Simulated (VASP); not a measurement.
Given:

```
Au
1.0
    0.00000     2.02601     2.02601
    2.02601     0.00000     2.02601
    2.02601     2.02601     0.00000
Au
1
Direct
  0.00000   0.00000   0.00000
```

These are LDA (Ceperley-Alder, Perdew-Zunger), VASP's LDA PAW potentials (set 64) (plane waves; VASP 6.6.1) values and carry that method's errors. Settings: 400 eV cut-off, 14×14×14 Γ-centred mesh, first-order Methfessel-Paxton smearing of 0.10 eV, potentials Au.

Unless said otherwise, spin-orbit coupling is left out, though it shifts the bands of the heavy elements here.

Task: Estimate the energy per atom (σ→0), band gap (on the k-mesh) with the smallest direct gap where there is one.

Result: 
| Quantity | Value |
|---|---|
| band gap (on the k-mesh) | none (metal, semimetal or under 0.01 eV) |
| energy per atom (σ→0) | -4.443 eV/atom |

Total energies compare only between runs with the same potentials, cut-off and functional.

The compound is Au in the fcc structure. It was relaxed first. The start is the result of an earlier pass.
